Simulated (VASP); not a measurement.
Data:

```xyz
2
Lattice="0.0000 3.2877 3.2877 3.2877 0.0000 3.2877 3.2877 3.2877 0.0000" Properties=species:S:1:pos:R:3 pbc="T T T"
K      0.0000     0.0000     0.0000
Br     3.2877     3.2877     3.2877
```

Method: SCAN meta-GGA, VASP's PBE PAW potentials (set 64) (plane waves; VASP). Settings: 520 eV cut-off, 8×8×8 Γ-centred mesh, tetrahedra with Blöchl corrections, potentials K_sv Br.

**Question.** Give the energies of bands 6 to 11 at the high-symmetry points, in eV from the valence-band maximum.

**Answer.** 
| band | Γ | X | U | L | W |
|---|---|---|---|---|---|
| 6 | 0.00 | -0.84 | -0.72 | -1.19 | -0.60 |
| 7 | 0.00 | -0.29 | -0.65 | -0.34 | -0.60 |
| 8 | 0.00 | -0.29 | -0.34 | -0.34 | -0.54 |
| 9 | 5.06 | 6.31 | 7.08 | 7.11 | 7.91 |
| 10 | 8.23 | 8.04 | 9.03 | 8.86 | 7.91 |
| 11 | 8.23 | 10.11 | 9.03 | 10.57 | 9.15 |

The gap is direct, 5.06 eV, from the valence maximum at Γ to the conduction minimum at Γ.

Measured: gap 7.40 eV (computed value off by -2.34 eV), as given by Aguado et al., (1998), arXiv:cond-mat/9809176.

The compound is KBr in the rock salt structure. It was relaxed first.
